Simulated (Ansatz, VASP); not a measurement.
# SiC (Moissanite) in two plane-wave programs, part 2 of 2

One calculation is typed for both programs; each brings its own data sets. How far apart do they land? The cell is taken from a series of runs on this material, whose earlier steps may have relaxed, scaled, displaced or heated it; both programs get it as it stands.

VASP 6.6.1 and Ansatz 0.2.0.

So far: Set-up; Ansatz: zone-centre phonons, LDA.

### Step 3. VASP: zone-centre phonons, LDA

Level of this step: LDA; plane waves and PAW (C, Si) (VASP).

The same cell, functional (in two slightly different forms), mesh and smearing now go to VASP, with its own data sets.

Lines of VASP's logs that name or quote its potential files are left out, and so is its time.

Contents of INCAR:

```
SYSTEM = SiC
PREC = Accurate
ENCUT = 600
EDIFF = 1E-08
NELM = 120
ISMEAR = -1
SIGMA = 0.03
LREAL = .FALSE.
ALGO = Normal
GGA = CA
NELECT = 16.04058
NBANDS = 14
LORBIT = 11
LWAVE = .FALSE.
LCHARG = .FALSE.
ISIF = 2
IBRION = 8
LASPH = .TRUE.
GGA_COMPAT = .FALSE.
KPAR = 2
```

Contents of POSCAR:

```
SiC
1.0
    3.0564320001      0.0000000000      0.0000000000
   -1.5282160000      2.6469477570      0.0000000000
    0.0000000000      0.0000000000      5.0159470803
C Si
2 2
Direct
    0.3333333333      0.6666666667      0.3799454743
    0.6666666667      0.3333333333      0.8799454743
    0.3333333333      0.6666666667      0.0050545257
    0.6666666667      0.3333333333      0.5050545257
```

Contents of KPOINTS:

```
Automatic mesh
0
Gamma
21 21 12
0 0 0
```

The projector-augmented-wave data sets are C and Si (LDA family, release 64).

On the command line:

```
> mpirun -np 2 vasp_std
```

Numbers of over 12 decimals in the logs are rounded to 6 here.

Output:

```text
[banner, memory and clock lines left out]
running    2 mpi-ranks, on    1 nodes
 distrk:  each k-point on    1 cores,    2 groups
 distr:  one band on    1 cores,    1 groups

 POSCAR found type information on POSCAR C Si
 POSCAR found :  2 types and       4 ions
 LDA part: xc-table for (Slater(with rela. corr.)+CA(PZ))
 , standard interpolation
 POSCAR, INCAR and KPOINTS ok, starting setup
 FFT: planning ... GRIDC
 FFT: planning ... GRID_SOFT
 FFT: planning ... GRID
 WAVECAR not read
 entering main loop
       N       E                     dE             d eps       ncg     rms          rms(c)
DAV:   1     0.326895489871E+02    0.32690E+02   -0.79705E+03  9408   0.115E+03
DAV:   2    -0.338341345731E+02   -0.66524E+02   -0.60589E+02 13124   0.183E+02
DAV:   3    -0.370048858892E+02   -0.31708E+01   -0.31517E+01 13068   0.377E+01
DAV:   4    -0.370364380881E+02   -0.31552E-01   -0.31544E-01 10692   0.462E+00
DAV:   5    -0.370368513559E+02   -0.41327E-03   -0.41319E-03 13116   0.494E-01BRMIX: very serious problems
 the old and the new charge density differ
 old charge density:    16.00000 new   16.04058
BRMIX: very serious problems
 the old and the new charge density differ
 old charge density:    16.00000 new   16.04058
    0.131E+01
DAV:   6    -0.330028765750E+02    0.40340E+01   -0.94932E+00 12186   0.189E+01    0.608E+00
DAV:   7    -0.328824429503E+02    0.12043E+00   -0.11990E+00 13112   0.679E+00    0.245E+00
DAV:   8    -0.328438098212E+02    0.38633E-01   -0.66644E-02 11124   0.167E+00    0.727E-01
DAV:   9    -0.328382706669E+02    0.55392E-02   -0.91478E-03 11748   0.671E-01    0.118E-01
DAV:  10    -0.328383176149E+02   -0.46948E-04   -0.51547E-04 11844   0.161E-01    0.633E-02
DAV:  11    -0.328383204854E+02   -0.28705E-05   -0.15723E-05 12174   0.332E-02    0.191E-02
DAV:  12    -0.328383192705E+02    0.12149E-05   -0.29645E-06 11946   0.107E-02    0.661E-03
DAV:  13    -0.328383189167E+02    0.35376E-06   -0.13302E-06 12474   0.681E-03    0.144E-03
DAV:  14    -0.328383189218E+02   -0.50361E-08   -0.58072E-08 11496   0.190E-03
   1 F= -.32838319E+02 E0= -.32838133E+02  d E =-.372034E-03
 Linear response reoptimize wavefunctions to high precision
DAV:   1    -0.328383189224E+02   -0.57798E-09   -0.55429E-10  9794   0.208E-04
DAV:   2    -0.328383189224E+02    0.75033E-11   -0.57586E-11  6522   0.664E-05
 Linear response DOF=           4
 Linear response progress:
  Degree of freedom:   1/  4
       N       E                     dE             d eps       ncg     rms          rms(c)
RMM:   1    -0.127963304036E+00   -0.12796E+00    0.59004E-02161342   0.211E+00
RMM:   2    -0.124529182615E+00    0.34341E-02   -0.39110E-03120033   0.446E-01    0.213E-01
RMM:   3    -0.124472929162E+00    0.56253E-04   -0.11784E-03118025   0.203E-01    0.106E-01
RMM:   4    -0.125546793326E+00   -0.10739E-02   -0.10188E-03120103   0.173E-01    0.192E-02
RMM:   5    -0.125468092534E+00    0.78701E-04   -0.15941E-05130683   0.279E-02    0.315E-03
RMM:   6    -0.125505804819E+00   -0.37712E-04   -0.96544E-07136770   0.559E-03    0.912E-04
RMM:   7    -0.125500528280E+00    0.52765E-05   -0.28978E-07138891   0.112E-03    0.276E-04
RMM:   8    -0.125501769899E+00   -0.12416E-05   -0.22332E-07138624   0.294E-04    0.448E-05
RMM:   9    -0.125501689631E+00    0.80268E-07   -0.20722E-08140447   0.945E-05    0.828E-06
RMM:  10    -0.125501817637E+00   -0.12801E-06   -0.14668E-08141076   0.434E-05    0.478E-06
RMM:  11    -0.125501766163E+00    0.51474E-07   -0.48003E-09138066   0.274E-05    0.599E-07
RMM:  12    -0.125501775443E+00   -0.92803E-08   -0.44302E-09128365   0.199E-05    0.336E-07
 first order change of Fermi-energy  -0.34490E-06
 force on displaced ion       1 direction 1 : -19.571   0.000  -0.000
 Linear response progress:
  Degree of freedom:   2/  4
       N       E                     dE             d eps       ncg     rms          rms(c)
RMM:   1    -0.140576358620E+00   -0.14058E+00    0.83657E-02 31289   0.219E+00
RMM:   2    -0.135323213742E+00    0.52531E-02   -0.43274E-03 24033   0.471E-01    0.228E-01
RMM:   3    -0.134666776114E+00    0.65644E-03   -0.25951E-03 24982   0.247E-01    0.113E-01
RMM:   4    -0.135257208011E+00   -0.59043E-03   -0.56171E-04 25100   0.122E-01    0.397E-02
RMM:   5    -0.135457153438E+00   -0.19995E-03   -0.36837E-05 25014   0.352E-02    0.891E-03
RMM:   6    -0.135478586063E+00   -0.21433E-04   -0.13768E-07 26680   0.673E-03    0.234E-03
RMM:   7    -0.135459246490E+00    0.19340E-04    0.91450E-07 25461   0.286E-03    0.595E-04
RMM:   8    -0.135462970663E+00   -0.37242E-05   -0.48356E-07 27471   0.798E-04    0.172E-04
RMM:   9    -0.135462727991E+00    0.24267E-06   -0.49579E-08 27562   0.211E-04    0.453E-05
RMM:  10    -0.135462574923E+00    0.15307E-06   -0.75012E-08 26993   0.857E-05    0.138E-05
RMM:  11    -0.135462616023E+00   -0.41100E-07   -0.66758E-09 28147   0.413E-05    0.451E-06
RMM:  12    -0.135462612036E+00    0.39866E-08    0.17122E-08 27380   0.232E-05    0.141E-06
 first order change of Fermi-energy   0.16497E+01
 force on displaced ion       1 direction 3 :   0.000   0.000 -24.916
 Linear response progress:
  Degree of freedom:   3/  4
       N       E                     dE             d eps       ncg     rms          rms(c)
RMM:   1    -0.178114645644E-01   -0.17811E-01    0.50179E-04182329   0.976E-01
RMM:   2    -0.151719639506E-01    0.26395E-02   -0.96602E-04121969   0.246E-01    0.134E-01
RMM:   3    -0.150737640984E-01    0.98200E-04    0.69836E-05127690   0.634E-02    0.763E-02
RMM:   4    -0.151471299588E-01   -0.73366E-04    0.53738E-05122978   0.577E-02    0.927E-03
RMM:   5    -0.151435205269E-01    0.36094E-05   -0.15221E-05131773   0.111E-02    0.166E-03
RMM:   6    -0.151426967630E-01    0.82376E-06    0.38513E-08137083   0.135E-03    0.837E-04
RMM:   7    -0.151415010583E-01    0.11957E-05   -0.41680E-07138440   0.380E-04    0.595E-05
RMM:   8    -0.151415009635E-01    0.94822E-10   -0.35375E-08139399   0.777E-05    0.237E-05
 first order change of Fermi-energy  -0.21151E-06
 force on displaced ion       3 direction 1 : -20.211  -0.000   0.000
 Linear response progress:
  Degree of freedom:   4/  4
       N       E                     dE             d eps       ncg     rms          rms(c)
RMM:   1    -0.362876693092E-01   -0.36288E-01    0.54075E-02 39232   0.152E+00
RMM:   2    -0.284915169196E-01    0.77962E-02   -0.37885E-03 23964   0.426E-01    0.161E-01
RMM:   3    -0.279198744782E-01    0.57164E-03   -0.43067E-04 25135   0.134E-01    0.841E-02
RMM:   4    -0.277796707970E-01    0.14020E-03   -0.19358E-04 26015   0.703E-02    0.316E-02
RMM:   5    -0.277603077944E-01    0.19363E-04   -0.40021E-05 26508   0.262E-02    0.567E-03
RMM:   6    -0.277642811282E-01   -0.39733E-05   -0.67284E-06 25837   0.727E-03    0.180E-03
RMM:   7    -0.277635082767E-01    0.77285E-06   -0.36437E-06 26978   0.205E-03    0.506E-04
RMM:   8    -0.277639082197E-01   -0.39994E-06   -0.21496E-06 27262   0.681E-04    0.206E-04
RMM:   9    -0.277639461319E-01   -0.37912E-07   -0.13187E-06 27165   0.286E-04    0.364E-05
RMM:  10    -0.277639248780E-01    0.21254E-07   -0.46834E-07 27260   0.804E-05    0.144E-05
RMM:  11    -0.277638981007E-01    0.26777E-07    0.33451E-08 27819   0.272E-05    0.408E-06
RMM:  12    -0.277638937174E-01    0.43834E-08    0.29396E-08 27085   0.151E-05    0.116E-06
 first order change of Fermi-energy  -0.16497E+01
 force on displaced ion       3 direction 3 :  -0.000  -0.000 -27.977
 Linear response finished
```

From OUTCAR (step 3):

```text
NELECT = 16.04058

 ion  position               nearest neighbor table
   1  0.333  0.667  0.380-   4 1.87   4 1.87   4 1.87   3 1.88
   2  0.667  0.333  0.880-   3 1.87   3 1.87   3 1.87   4 1.88
   3  0.333  0.667  0.005-   2 1.87   2 1.87   2 1.87   1 1.88   4 3.07   4 3.07   4 3.07   4 3.07
                             4 3.07   4 3.07
   4  0.667  0.333  0.505-   1 1.87   1 1.87   1 1.87   2 1.88   3 3.07   3 3.07   3 3.07   3 3.07
                             3 3.07   3 3.07

  LATTYP: Found a hexagonal cell.
 ALAT       =     3.0564320001
 C/A-ratio  =     1.6411119502

 Subroutine GETGRP returns: Found 12 space group operations
 (whereof  6 operations were pure point group operations)

The static configuration has the point symmetry C_3v.
 The point group associated with its full space group is C_6v.

 Found    336 irreducible k-points:

   k-points           NKPTS =    336   k-points in BZ     NKDIM =    336   number of bands    NBANDS=     14

   dimension x,y,z NGX =    24 NGY =   24 NGZ =   40
   dimension x,y,z NGXF=    48 NGYF=   48 NGZF=   80

   ENCUT  =  600.0 eV  44.10 Ry    6.64 a.u.   6.10  6.10 10.02*2*pi/ulx,y,z

 k-points in reciprocal lattice and weights: Automatic mesh
   0.00000000  0.00000000  0.00000000       0.000
   0.04761905  0.00000000  0.00000000       0.001
   0.09523810  0.00000000  0.00000000       0.001
   0.14285714  0.00000000  0.00000000       0.001
   0.19047619  0.00000000  0.00000000       0.001
   0.23809524 -0.00000000  0.00000000       0.001
   0.28571429  0.00000000  0.00000000       0.001
   0.33333333  0.00000000  0.00000000       0.001
   0.38095238  0.00000000  0.00000000       0.001
[...]
0.33333333  0.28571429  0.50000000       0.002
   0.33333333  0.33333333  0.50000000       0.000

 average (electrostatic) potential at core
       1 -48.7522       2 -48.7522       3 -81.6747       4 -81.6747

  Total        0.3803187      0.3803187      0.6836743      0.0000000      0.0000000      0.0000000
  in kB       15.0156857     15.0156857     26.9927269      0.0000000      0.0000000      0.0000000
  external PRESSURE =      19.0080328 kB  Pullay stress =       0.0000000 kB

  energy-cutoff  :      600.00
  volume of cell :       40.58
      direct lattice vectors                 reciprocal lattice vectors
     3.056432000  0.000000000  0.000000000     0.327178880  0.188896815  0.000000000
    -1.528216000  2.646947757  0.000000000     0.000000000  0.377793629  0.000000000
     0.000000000  0.000000000  5.015947080     0.000000000  0.000000000  0.199364145

 POSITION                                       TOTAL-FORCE (eV/Angst)
 -----------------------------------------------------------------------------------
     -0.00000      1.76463      1.90579         0.000000     -0.000000      0.000792
      1.52822      0.88232      4.41376        -0.000000      0.000000      0.000792
     -0.00000      1.76463      0.02535         0.000000      0.000000     -0.000792
      1.52822      0.88232      2.53333        -0.000000      0.000000     -0.000792
 -----------------------------------------------------------------------------------
    total drift:                               -0.000000     -0.000000     -0.000091

 Eigenvectors and eigenvalues of the dynamical matrix
 ----------------------------------------------------

   1 f  =   25.252101 THz   158.663633 2PiTHz  842.319437 cm-1   104.434253 meV
             X         Y         Z           dx          dy          dz
     -0.000000  1.764632  1.905786    -0.000000    0.000000   -0.707096
      1.528216  0.882316  4.413760    -0.000000    0.000000    0.707096
     -0.000000  1.764632  0.025353     0.000000   -0.000000    0.003842
      1.528216  0.882316  2.533327     0.000000   -0.000000   -0.003842

   2 f  =   23.849174 THz   149.848781 2PiTHz  795.522824 cm-1    98.632215 meV
             X         Y         Z           dx          dy          dz
     -0.000000  1.764632  1.905786    -0.506538   -0.305995    0.000000
      1.528216  0.882316  4.413760    -0.506538   -0.305995   -0.000000
     -0.000000  1.764632  0.025353     0.331269    0.200117   -0.000000
      1.528216  0.882316  2.533327     0.331269    0.200117   -0.000000

   3 f  =   23.849174 THz   149.848781 2PiTHz  795.522824 cm-1    98.632215 meV
             X         Y         Z           dx          dy          dz
     -0.000000  1.764632  1.905786     0.305995   -0.506538   -0.000000
      1.528216  0.882316  4.413760     0.305995   -0.506538    0.000000
     -0.000000  1.764632  0.025353    -0.200117    0.331269    0.000000
      1.528216  0.882316  2.533327    -0.200117    0.331269    0.000000

   4 f  =   23.179277 THz   145.639692 2PiTHz  773.177452 cm-1    95.861743 meV
             X         Y         Z           dx          dy          dz
     -0.000000  1.764632  1.905786    -0.000000    0.000000    0.591786
      1.528216  0.882316  4.413760     0.000000   -0.000000    0.591786
     -0.000000  1.764632  0.025353    -0.000000    0.000000   -0.387026
      1.528216  0.882316  2.533327     0.000000   -0.000000   -0.387026

   5 f  =   22.837418 THz   143.491729 2PiTHz  761.774263 cm-1    94.447929 meV
             X         Y         Z           dx          dy          dz
     -0.000000  1.764632  1.905786     0.518426    0.313175    0.000000
      1.528216  0.882316  4.413760    -0.518426   -0.313175    0.000000
     -0.000000  1.764632  0.025353     0.312339    0.188680   -0.000000
      1.528216  0.882316  2.533327    -0.312339   -0.188680   -0.000000

   6 f  =   22.837418 THz   143.491729 2PiTHz  761.774263 cm-1    94.447929 meV
             X         Y         Z           dx          dy          dz
     -0.000000  1.764632  1.905786    -0.313175    0.518426   -0.000000
      1.528216  0.882316  4.413760     0.313175   -0.518426   -0.000000
     -0.000000  1.764632  0.025353    -0.188680    0.312339    0.000000
      1.528216  0.882316  2.533327     0.188680   -0.312339    0.000000

   7 f  =   18.054355 THz   113.438860 2PiTHz  602.228469 cm-1    74.666780 meV
             X         Y         Z           dx          dy          dz
     -0.000000  1.764632  1.905786     0.000000   -0.000000   -0.003842
      1.528216  0.882316  4.413760    -0.000000    0.000000    0.003842
     -0.000000  1.764632  0.025353    -0.000000    0.000000   -0.707096
      1.528216  0.882316  2.533327     0.000000   -0.000000    0.707096

   8 f  =    7.608583 THz    47.806136 2PiTHz  253.795003 cm-1    31.466556 meV
             X         Y         Z           dx          dy          dz
     -0.000000  1.764632  1.905786     0.312320    0.188711   -0.000000
      1.528216  0.882316  4.413760    -0.312320   -0.188711   -0.000000
     -0.000000  1.764632  0.025353    -0.518395   -0.313226   -0.000000
      1.528216  0.882316  2.533327     0.518395    0.313226   -0.000000

   9 f  =    7.608583 THz    47.806136 2PiTHz  253.795003 cm-1    31.466556 meV
             X         Y         Z           dx          dy          dz
     -0.000000  1.764632  1.905786    -0.188711    0.312320    0.000000
      1.528216  0.882316  4.413760     0.188711   -0.312320    0.000000
     -0.000000  1.764632  0.025353     0.313226   -0.518395    0.000000
      1.528216  0.882316  2.533327    -0.313226    0.518395    0.000000

  10 f/i=    0.000423 THz     0.002658 2PiTHz    0.014111 cm-1     0.001750 meV
             X         Y         Z           dx          dy          dz
     -0.000000  1.764632  1.905786    -0.021351    0.386433    0.000000
      1.528216  0.882316  4.413760    -0.021351    0.386433    0.000000
     -0.000000  1.764632  0.025353    -0.032647    0.590887    0.000000
      1.528216  0.882316  2.533327    -0.032647    0.590887    0.000000

  11 f/i=    0.000423 THz     0.002658 2PiTHz    0.014111 cm-1     0.001750 meV
             X         Y         Z           dx          dy          dz
     -0.000000  1.764632  1.905786     0.386433    0.021351   -0.000000
      1.528216  0.882316  4.413760     0.386433    0.021351   -0.000000
     -0.000000  1.764632  0.025353     0.590887    0.032647   -0.000000
      1.528216  0.882316  2.533327     0.590887    0.032647   -0.000000

  12 f/i=    0.000576 THz     0.003622 2PiTHz    0.019227 cm-1     0.002384 meV
             X         Y         Z           dx          dy          dz
     -0.000000  1.764632  1.905786     0.000000   -0.000000    0.387026
      1.528216  0.882316  4.413760     0.000000   -0.000000    0.387026
     -0.000000  1.764632  0.025353     0.000000   -0.000000    0.591786
      1.528216  0.882316  2.533327     0.000000   -0.000000    0.591786

 ELASTIC MODULI CONTR FROM IONIC RELAXATION (kBar)
 Direction    XX          YY          ZZ          XY          YZ          ZX
 --------------------------------------------------------------------------------
 XX        -518.5050    242.3797    266.0885     -0.0000     -0.0000      0.0000
 YY         242.3797   -518.5050    266.0885     -0.0000     -0.0000     -0.0000
 ZZ         266.0885    266.0885   -512.8329      0.0000     -0.0000      0.0000
 XY          -0.0000     -0.0000      0.0000   -380.4424     -0.0000     -0.0000
 YZ          -0.0000      0.0000     -0.0000     -0.0000   -135.9921     -0.0000
 ZX           0.0000     -0.0000      0.0000     -0.0000     -0.0000   -145.1238
 --------------------------------------------------------------------------------
```

The cell is charged against a uniform background.

### Step 4. Side by side

Known differences besides the potentials themselves: the two LDA forms differ slightly; the cutoff is 420 eV in Ansatz and 600 eV in VASP; VASP's log shows a relativistic correction to its local exchange, Ansatz's none. Total energies have different zeros and are not compared.

The two programs side by side:

```csv
quantity,Ansatz,VASP,difference
optical mode 1 to 2 (cm⁻¹),253.9,253.8,+0.03 %
optical mode 3 (cm⁻¹),602.4,602.2,+0.03 %
optical mode 4 to 5 (cm⁻¹),761.5,761.8,-0.04 %
optical mode 6 (cm⁻¹),772.9,773.2,-0.04 %
optical mode 7 to 8 (cm⁻¹),795.4,795.5,-0.02 %
optical mode 9 (cm⁻¹),841.7,842.3,-0.08 %
```

Modes are paired by rising frequency, not by their patterns, so a pair may set unlike modes beside each other; they are those without the splitting of longitudinal modes. The cell carries a charge of -0.04058 e against a uniform background, so its pressure also hangs on how the neutralising background is counted, and in a defect's cell a gap may be the spacing between its levels.

### Step 5. Summary of results

| Property | Result |
| --- | --- |
| r.m.s. difference of the optical zone-centre modes, each program's sorted by frequency (zone-centre phonons, LDA) | 0.28 cm⁻¹ |

**Reading.** The r.m.s. difference of the optical zone-centre modes, each program's sorted by frequency is 0.28 cm⁻¹ (zone-centre phonons, LDA). Such differences can come from data sets, numerical settings and the points named under the comparisons, not from the functional's error against experiment.

[Lines on the potential files, build, host, timing and source positions are cut from VASP's logs without a mark.]

[Logs are printed without paths, hosts, clocks, repeated set-up lines and the standing remarks that a program may print on its own settings, such as how far it seeks lower states.]

[Hosts, paths, dates, database ids (printed as entryN), source tags and the programs' standing remarks are cut or masked in the printed files.]
